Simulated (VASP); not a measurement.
Output of a VASP run:

### OSZICAR
```
       N       E                     dE             d eps       ncg     rms          rms(c)
DAV:   1     0.574210355971E+02    0.57421E+02   -0.48777E+03  5000   0.111E+03
DAV:   2    -0.618099923806E+00   -0.58039E+02   -0.57255E+02  4964   0.239E+02
DAV:   3    -0.261175835787E+01   -0.19937E+01   -0.19885E+01  5678   0.532E+01
DAV:   4    -0.265304360030E+01   -0.41285E-01   -0.41277E-01  6226   0.738E+00
DAV:   5    -0.265480538552E+01   -0.17618E-02   -0.17617E-02  5890   0.126E+00    0.206E+00
DAV:   6    -0.263564700386E+01    0.19158E-01   -0.34174E-02  5554   0.388E+00    0.106E+00
DAV:   7    -0.263115195865E+01    0.44950E-02   -0.12066E-02  5618   0.214E+00    0.225E-01
DAV:   8    -0.263084260434E+01    0.30935E-03   -0.64469E-04  5530   0.518E-01    0.273E-02
DAV:   9    -0.263084768903E+01   -0.50847E-05   -0.12204E-05  6508   0.491E-02    0.100E-02
DAV:  10    -0.263084821877E+01   -0.52974E-06   -0.78212E-07  3246   0.944E-03
   1 F= -.26308482E+01 E0= -.25588863E+01  d E =-.143924E+00
```

OUTCAR:
```
------------------------ aborting loop because EDIFF is reached ----------------------------------------
  FORCE on cell =-STRESS in cart. coord.  units (eV):
  Direction    XX          YY          ZZ          XY          YZ          ZX
  --------------------------------------------------------------------------------------
  Total        0.0192672      0.0192672     -0.0171799      0.0000000      0.0000000      0.0000000
  in kB        1.1275840      1.1275840     -1.0054255      0.0000000      0.0000000      0.0000000
  external PRESSURE =       0.4165808 kB  Pullay stress =       0.0000000 kB
  volume of cell :       27.38
      direct lattice vectors                 reciprocal lattice vectors
    -1.647825000  1.647825000  2.520571000     0.000000000  0.303430279  0.198367751
     1.647825000 -1.647825000  2.520571000     0.303430279  0.000000000  0.198367751
     1.647825000  1.647825000 -2.520571000     0.303430279  0.303430279  0.000000000
 POSITION                                       TOTAL-FORCE (eV/Angst)
 -----------------------------------------------------------------------------------
      0.00000      0.00000      0.00000         0.000000     -0.000000     -0.000000
 -----------------------------------------------------------------------------------
    total drift:                                0.000000     -0.000000      0.000000
  FREE ENERGIE OF THE ION-ELECTRON SYSTEM (eV)
  ---------------------------------------------------
  free  energy   TOTEN  =        -2.6308482188 eV

  energy  without entropy=       -2.4869243270  energy(sigma->0) =       -2.55888627
```
(Selected blocks of OUTCAR.)

### POSCAR
```
In
1
   -1.6478250000     1.6478250000     2.5205710000
    1.6478250000    -1.6478250000     2.5205710000
    1.6478250000     1.6478250000    -2.5205710000
In
1
Direct
  0.0000000000   0.0000000000   0.0000000000
```

Task: Write an INCAR and KPOINTS that could have produced this output.

Result: One answer among several that fit: the input of the run itself, PBE GGA, plane waves, VASP's PBE PAW potentials (set 64).

### INCAR
```
LREAL  =  .FALSE.   ! projection in real space or not
LASPH  =  .TRUE.   ! aspherical one-centre terms
ALGO  =  Normal   ! blocked Davidson
SIGMA  =  0.3   ! width (eV)
LCHARG  =  .FALSE.
ENCUT  =  300
EDIFF  =  1E-6   ! SCF stop (eV)
PREC  =  Accurate
ISIF  =  2   ! forces and stress, cell fixed
GGA  =  PE   ! PBE
ISMEAR  =  -1
LMAXMIX  =  4   ! l cut-off of mixed one-centre charges
NELM  =  100   ! most electronic steps
SYSTEM  =  In
LWAVE  =  .FALSE.
```

File KPOINTS:
```
kpoints
0
gamma
  14 14 14
0 0 0
```

POTCAR, in this order: In_d (PBE.64 set). Program: vasp_std.

At this cut-off the stress carries a Pulay error, which pulls relaxed volumes low.

The structure comes from a computed database's In entry; how it stands against other phases isn't given here. The cell was not relaxed at this level. The run is one of a series of settings (SIGMA = 0.3 against the base run), some of them coarse on purpose.
